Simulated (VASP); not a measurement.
Calculation: LDA (Ceperley-Alder, Perdew-Zunger), VASP's LDA PAW potentials (set 64) (plane waves; VASP).

VASP input:

### KPOINTS
```
Automatic
0
G
  9 9 9
0 0 0
```

INCAR:
```
LCHARG=F
LREAL=F   # projection in real space or not
NELM=100   # most electronic steps
SIGMA=0.01
EDIFF=1E-8   # SCF stop (eV)
LEPSILON=T
ALGO=Normal   # blocked Davidson
LMAXMIX=4   # l cut-off of mixed one-centre charges
ISMEAR=0   # Gaussian
PREC=Accurate
ENCUT=520   # plane-wave cut-off (eV)
SYSTEM=SrO
LWAVE=F
LASPH=T   # aspherical one-centre terms
```

### POSCAR
```
SrO
1
    0.0000000000     2.5388467148     2.5388467148
    2.5388467148     0.0000000000     2.5388467148
    2.5388467148     2.5388467148     0.0000000000
Sr O
1 1
Direct
  0.0000000000   0.0000000000   0.0000000000
  0.5000000000   0.5000000000   0.5000000000
```

POTCAR, in this order: Sr_sv O (LDA.64 set). Program: vasp_std.

What VASP printed:

### OUTCAR
```


 HEAD OF MICROSCOPIC STATIC DIELECTRIC TENSOR (INDEPENDENT PARTICLE, excluding Hartree and local field effects)
 ------------------------------------------------------
           4.123430     0.000000    -0.000000
          -0.000000     4.123430    -0.000000
           0.000000     0.000000     4.123430
 ------------------------------------------------------

 MACROSCOPIC STATIC DIELECTRIC TENSOR (including local field effects in DFT)
 ------------------------------------------------------
           3.898548     0.000000     0.000000
          -0.000000     3.898548     0.000000
           0.000000    -0.000000     3.898548
 ------------------------------------------------------

 PIEZOELECTRIC TENSOR (including local field effects)  for field in x, y, z        (e  Angst)
          XX          YY          ZZ          XY          YZ          ZX
  --------------------------------------------------------------------------------
  x     0.00000     0.00000     0.00000     0.00000     0.00000     0.00000
  y     0.00000     0.00000     0.00000     0.00000     0.00000     0.00000
  z     0.00000     0.00000     0.00000     0.00000     0.00000     0.00000

 PIEZOELECTRIC TENSOR (including local field effects)  for field in x, y, z        (C/m^2)
          XX          YY          ZZ          XY          YZ          ZX
  --------------------------------------------------------------------------------
  x     0.00000     0.00000     0.00000     0.00000     0.00000     0.00000
  y     0.00000     0.00000     0.00000     0.00000     0.00000     0.00000
  z     0.00000     0.00000     0.00000     0.00000     0.00000     0.00000

 BORN EFFECTIVE CHARGES (including local field effects) (in |e|, cummulative output)
 ---------------------------------------------------------------------------------
 ion    1
    1     2.47613     0.00000     0.00000
    2    -0.00000     2.47613     0.00000
    3     0.00000    -0.00000     2.47613
 ion    2
    1    -2.47613    -0.00000    -0.00000
    2     0.00000    -2.47613    -0.00000
    3    -0.00000     0.00000    -2.47613
```
(Selected blocks of OUTCAR.)

OUTCAR:
```
 val. band max:        1.5311143266   @ k =   0.0000   0.0000   0.0000

 cond. band min:       4.6591418140   @ k =   0.4444   0.4444   0.0000


 Fermi energy:         1.6564380696

 k-point     1 :       0.0000    0.0000    0.0000
  band No.  band energies     occupation
      1     -30.4299      2.00000
      2     -13.2774      2.00000
      3     -12.1125      2.00000
      4     -12.1125      2.00000
      5     -12.1125      2.00000
      6       1.5311      2.00000
      7       1.5311      2.00000
      8       1.5311      2.00000
      9       5.6043      0.00000
     10       7.7130      0.00000
     11       7.7130      0.00000
     12       7.7130      0.00000

 k-point     2 :       0.1111    0.0000    0.0000
  band No.  band energies     occupation
      1     -30.4102      2.00000
      2     -13.6196      2.00000
      3     -12.1236      2.00000
      4     -12.1236      2.00000
      5     -11.8160      2.00000
      6       1.1367      2.00000
      7       1.3567      2.00000
      8       1.3567      2.00000
      9       6.1891      0.00000
     10       7.5748      0.00000
     11       7.9705      0.00000
     12       7.9705      0.00000

 k-point     3 :       0.2222    0.0000    0.0000
  band No.  band energies     occupation
      1     -30.3600      2.00000
      2     -14.1935      2.00000
      3     -12.1514      2.00000
      4     -12.1514      2.00000
      5     -11.3581      2.00000
      6       0.3610      2.00000
      7       0.9579      2.00000
      8       0.9579      2.00000
      9       7.4385      0.00000
     10       7.5582      0.00000
     11       8.6888      0.00000
     12       8.6888      0.00000

 k-point     4 :       0.3333    0.0000    0.0000
  band No.  band energies     occupation
      1     -30.3020      2.00000
      2     -14.6765      2.00000
      3     -12.1824      2.00000
      4     -12.1824      2.00000
      5     -11.0071      2.00000
      6      -0.3374      2.00000
...
```

The compound is SrO in the rock salt structure. It was relaxed first.
